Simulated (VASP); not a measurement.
A VASP calculation is set up with these files.

**KPOINTS**
```
Regular mesh
0
G
  7 7 6
0 0 0
```

File POSCAR:
```
Ga
1.0
  2.3397511110  -3.9150915842   0.0000000000
  2.3397511110   3.9150915842   0.0000000000
  0.0000000000   0.0000000000   4.6319491895
Ga
4
Direct
  0.1557290101   0.8442709899   0.9190778663
  0.3442709899   0.6557290101   0.4190778663
  0.6557290101   0.3442709899   0.5809221337
  0.8442709899   0.1557290101   0.0809221337
```

### INCAR
```
! general
SYSTEM =Ga
PREC   =Accurate
ENCUT  =520
LREAL  =.FALSE.
LASPH  =.TRUE.

! electronic loop
EDIFF  =1E-6
NELM   =100
ALGO   =Normal
LMAXMIX=4

! smearing
ISMEAR =1
SIGMA  =0.1

! functional
GGA    =RP

! ions
IBRION =2
NSW    =60
ISIF   =3
EDIFFG =-0.02

! output
LWAVE  =.FALSE.
LCHARG =.FALSE.
```

POTCAR, in this order: Ga_d (PBE.64 set). Program: vasp_std.

### Question
Translate this RPBE calculation to Ansatz.

### Answer
One equivalent input (not run):
Ansatz 0.2 input:
```yaml
crystal:
  lattice:
    - [2.3397511, -3.9150916, 0.0000000]
    - [2.3397511, 3.9150916, 0.0000000]
    - [0.0000000, 0.0000000, 4.6319492]
  atoms:
    - { symbol: Ga, position: [0.1557290, 0.8442710, 0.9190779] }
    - { symbol: Ga, position: [0.3442710, 0.6557290, 0.4190779] }
    - { symbol: Ga, position: [0.6557290, 0.3442710, 0.5809221] }
    - { symbol: Ga, position: [0.8442710, 0.1557290, 0.0809221] }
kpoints:
  mp_grid: { grid: [7, 7, 6] }
hamiltonian:
  xc: rpbe
  pseudopotentials: { kind: paw }
scf:
  occupations: { method: methfessel_paxton, width: 0.1 }
  max_iter: 100
relax:
  max_steps: 60
  f_tol: 0.02
  cell: {}
output: { forces: true, stress: true, eigenvalues: true }
```
What does not carry over: each code has its own PAW files, so the cut-off isn't converted (ENCUT is set for VASP's; basis.ecutwfc is left out, and Ansatz then takes the one that its files recommend); Ansatz stops its SCF on the density residual and VASP on the energy change (EDIFF).

The compound is Ga in the alpha structure. This run relaxes it. Symmetry was kept, so distortions that lower it aren't found. The start is the result of an earlier pass.
